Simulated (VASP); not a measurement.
## Nb2CN under changes of volume

One of the cells (11.567 Å³/atom); the others are scaled copies at fixed shape and fractional positions:

```
Nb N C
1.0
     1.59893    0.92315    5.22434
    -1.59893    0.92315    5.22434
     0.00000   -1.84629    5.22434
Nb N C
2 1 1
Direct
  0.25660 0.25660 0.25660
  0.74340 0.74340 0.74340
  0.50000 0.50000 0.50000
  0.00000 0.00000 0.00000
```

The cell comes from a database or a generator and needn't be the stable form of this composition.

| Property | Result |
| --- | --- |
| Program | VASP 6.6.1 |
| Functional | PBEsol |
| Potentials or basis | VASP PAW PBE potentials, release 64 (Nb_sv, N, C) |
| Cutoff | 520 eV |
| k mesh | 10 × 10 × 10 |
| Occupations | fermi-dirac, width 0.05 eV |
| Spin | no spin polarisation |

```tsv
volume (Å³/atom)	energy over the lowest point (meV/atom)	pressure (GPa)	largest force (eV/Å)
10.660	?	?	?
10.887	0.00	-1.2	0.380
11.113	5.96	-7.4	0.227
11.567	42.24	-18.1	0.049
11.794	70.87	-22.6	0.172
12.021	105.53	-26.6	0.287
```

Problem. What does the run at 10.660 Å³/atom give?

Solution. Energy over the lowest point 3.42 meV/atom; pressure 5.8 GPa; largest force 0.545 eV/Å.

Worked out: A Birch-Murnaghan fit of order 3 (a polynomial in V^(-2/3)) to the other rows has its minimum at 10.85 Å³/atom, just outside them, with B0 = V·E''(V) = 322 GPa and B' = 4.3 at fixed shape and positions, which overstates the stiffness. It gives 3.39 meV/atom at 10.660 Å³/atom, against the run's 3.42, and -dE/dV = 6.0 GPa, against 5.8.

Energies are extrapolated to zero smearing.

Caveats: the PAW data sets were made with another functional, which shifts forces and pressure a little.
